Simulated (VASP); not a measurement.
**Ba4HfTi3O12 (a cell with a defect): electric field gradients with r2SCAN**

Crystal: Ba4HfTi3O12 (a cell with a defect).

```
Ba Hf Ti O
1.0
    -4.00600    4.00600    4.00600
     4.00600   -4.00600    4.00600
     4.00600    4.00600   -4.00600
Ba Hf Ti O
4 1 3 12
Direct
  0.50000 0.50000 0.50000
  0.00000 0.00000 0.50000
  0.00000 0.50000 0.00000
  0.50000 0.00000 0.00000
  0.00000 0.00000 0.00000
  0.50000 0.50000 0.00000
  0.50000 0.00000 0.50000
  0.00000 0.50000 0.50000
  0.00000 0.25735 0.25735
  0.50000 0.75000 0.25000
  0.50000 0.25000 0.75000
  0.00000 0.74265 0.74265
  0.25735 0.00000 0.25735
  0.75000 0.50000 0.25000
  0.74265 0.00000 0.74265
  0.25000 0.50000 0.75000
  0.25735 0.25735 0.00000
  0.74265 0.74265 0.00000
  0.75000 0.25000 0.50000
  0.25000 0.75000 0.50000
```

| Property | Result |
| --- | --- |
| Program | VASP 6.6.1 |
| Task | electric field gradients |
| Functional | r2SCAN |
| Potentials or basis | VASP PAW PBE potentials, release 64 (Ba_sv, Hf_pv, Ti_sv, O) |
| Cutoff | 520 eV |
| k mesh | 3 × 3 × 3 |
| Occupations | fermi-dirac, width 0.01 eV |
| Spin | no spin polarisation |
| Dipole correction | no |
| Further INCAR settings | LREAL = Auto; ALGO = Normal; EDIFF = 1e-08; NBANDS = 95 |

```json
{
  "Pressure": "6.2 GPa",
  "Largest force": "0.250 eV/Å",
  "Band gap on the k mesh": "2.52 eV, indirect (least direct gap 2.60 eV)"
}
```

Forces on the atoms (eV/Å):
```
Ba   0.000  0.000  0.000
Ba   0.000  0.000  0.000
Ba   0.000  0.000  0.000
Ba   0.000  0.000  0.000
Hf   0.000  0.000  0.000
Ti   0.000  0.000  0.000
Ti   0.000  0.000  0.000
Ti   0.000  0.000  0.000
O   -0.250  0.000  0.000
O    0.000  0.000  0.000
O    0.000  0.000  0.000
O    0.250  0.000  0.000
O    0.000 -0.250  0.000
O    0.000  0.000  0.000
O    0.000  0.250  0.000
O    0.000  0.000  0.000
O    0.000  0.000 -0.250
O    0.000  0.000  0.250
O    0.000  0.000  0.000
O    0.000  0.000  0.000
```

Levels at points of the mesh, in eV from the valence-band top:
```
           k point  band 76  band 77  band 78  band 79  band 80  band 81  band 82  band 83
(0.00, 0.00, 0.00)    -0.12    -0.07    -0.07    -0.07     2.52     2.52     2.52     4.13
```

Electric field gradients, principal values (V/Å²):
| atom | Vxx | Vyy | Vzz |
| --- | --- | --- | --- |
| 1 Ba | -15.687 | -15.687 | 31.373 |
| 2 Ba | -15.687 | -15.687 | 31.374 |
| 3 Ba | -15.687 | -15.687 | 31.374 |
| 4 Ba | -15.687 | -15.687 | 31.374 |
| 5 Hf | 0.000 | 0.000 | -0.001 |
| 6 Ti | 15.261 | 15.263 | -30.523 |
| 7 Ti | 15.261 | 15.263 | -30.523 |
| 8 Ti | 15.261 | 15.263 | -30.523 |
| 9 O | -3.917 | -3.920 | 7.837 |
| 10 O | -14.709 | -14.714 | 29.423 |
| 11 O | -14.709 | -14.714 | 29.423 |
| 12 O | -3.917 | -3.920 | 7.837 |
| 13 O | -3.917 | -3.920 | 7.837 |
| 14 O | -14.709 | -14.714 | 29.423 |
| 15 O | -3.917 | -3.920 | 7.837 |
| 16 O | -14.709 | -14.714 | 29.423 |
| 17 O | -3.917 | -3.920 | 7.837 |
| 18 O | -3.917 | -3.920 | 7.837 |
| 19 O | -14.709 | -14.714 | 29.423 |
| 20 O | -14.709 | -14.714 | 29.423 |

Wall time 25 min on 1 thread of Intel(R) Xeon(R) Platinum 8259CL CPU @ 2.50GHz (Skylake/Cascade Lake), with other jobs on the host, peak memory 0.48 GiB.

Caveat: the PAW data sets were made with another functional, which shifts forces and pressure a little; spin-orbit coupling is left out, which moves the levels of the heavy elements. r2SCAN opens gaps a little over a GGA but as a rule still falls short of measured ones.
